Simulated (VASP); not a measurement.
Here is the system:

```xyz
4
Lattice="4.2226 0.0000 0.0000 -2.1113 3.6569 0.0000 0.0000 0.0000 5.8087" Properties=species:S:1:pos:R:3 pbc="T T T"
Bi     0.0000     2.4379     1.4522
Bi     2.1113     1.2190     4.3565
Rh     0.0000     0.0000     2.9043
Rh     0.0000     0.0000     0.0000
```

These are LDA (Ceperley-Alder, Perdew-Zunger), VASP's LDA PAW potentials (set 64) (plane waves; VASP 6.6.1) values and carry that method's errors. Numerical set-up: 300 eV cut-off, 9×9×6 Γ-centred mesh, Fermi-Dirac smearing of 0.14 eV, potentials Bi_d Rh_pv.

Q: Give the energies of bands 21 to 34 at the high-symmetry points, in eV from the Fermi level.

A: 
```tsv
band	Γ	M	K	A	L	H
21	-3.93	-3.37	-4.18	-3.05	-3.08	-3.65
22	-3.32	-3.18	-2.93	-3.05	-3.08	-3.65
23	-2.32	-2.43	-2.93	-2.96	-2.61	-2.85
24	-2.32	-2.19	-2.59	-2.96	-2.61	-2.85
25	-1.74	-1.69	-1.51	-1.74	-1.72	-1.75
26	-1.74	-1.63	-1.51	-1.74	-1.72	-1.75
27	-0.81	-1.60	-1.17	-1.74	-1.45	-1.66
28	-0.81	-1.40	-0.86	-1.74	-1.45	-1.66
29	1.19	-0.97	-0.86	-0.38	-1.27	-0.88
30	1.19	-0.84	-0.84	-0.38	-1.27	-0.88
31	1.25	-0.76	0.57	3.09	1.43	-0.45
32	3.02	-0.12	0.57	3.09	1.43	-0.45
33	3.35	2.62	1.11	3.09	2.24	4.49
34	4.11	4.77	1.11	3.09	2.24	4.49
```

It has no gap at this level: it comes out as a metal or semimetal.

The structure comes from a computed database's BiRh entry (P6_3/mmc); how it stands against other phases isn't given here. The cell was not relaxed at this level.
